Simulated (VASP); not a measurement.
LiF:

```
Li F
1.0
     0.00000    2.01000    2.01000
     2.01000    0.00000    2.01000
     2.01000    2.01000    0.00000
Li F
1 1
Direct
  0.00000 0.00000 0.00000
  0.50000 0.50000 0.50000
```

The cell was built by a generator and needn't be a form met in nature.

```yaml
Program: VASP 6.6.1
Task: relaxation of cell and atoms
Functional: LDA
Potentials_or_basis: VASP PAW LDA potentials, release 64 (Li_sv, F)
Cutoff: 600 eV
k_mesh: 12 × 12 × 12
Occupations: gaussian, width 0.02 eV
Spin: no spin polarisation
```

At the start: pressure -6.7 GPa; volume 8.12 Å³/atom.

Question: Where does the relaxation end?

Answer: Over 4 steps the energy falls by 16.4 meV/atom and the volume is 7.40 Å³/atom (-8.9 %); space group Fm-3m (No. 225, to 0.05 Å).

Step by step:
| step | energy change (eV) | largest force (eV/Å) | pressure (GPa) | volume (Å³) |
| --- | --- | --- | --- | --- |
| 1 | 0.0000 | 0.0000 | -6.66 | 16.24 |
| 2 | -0.0252 | 0.0000 | -3.51 | 15.46 |
| 3 | -0.0327 | 0.0000 | -0.44 | 14.87 |
| 4 | -0.0328 | 0.0000 | 0.01 | 14.79 |

Final structure:
```cif
data_structure
_symmetry_space_group_name_H-M 'P 1'
_symmetry_Int_Tables_number 1
_cell_length_a 2.7553
_cell_length_b 2.7553
_cell_length_c 2.7553
_cell_angle_alpha 60.000
_cell_angle_beta 60.000
_cell_angle_gamma 60.000
_cell_volume 14.79
loop_
_atom_site_label
_atom_site_type_symbol
_atom_site_fract_x
_atom_site_fract_y
_atom_site_fract_z
_atom_site_occupancy
Li1 Li 0.00000 0.00000 0.00000 1
F1 F 0.50000 0.50000 0.50000 1
```

Caveat: the cutoff is under 1.25 times the usual one of these potentials, so pressure, stress and relaxed cells hold a basis-set (Pulay) error.
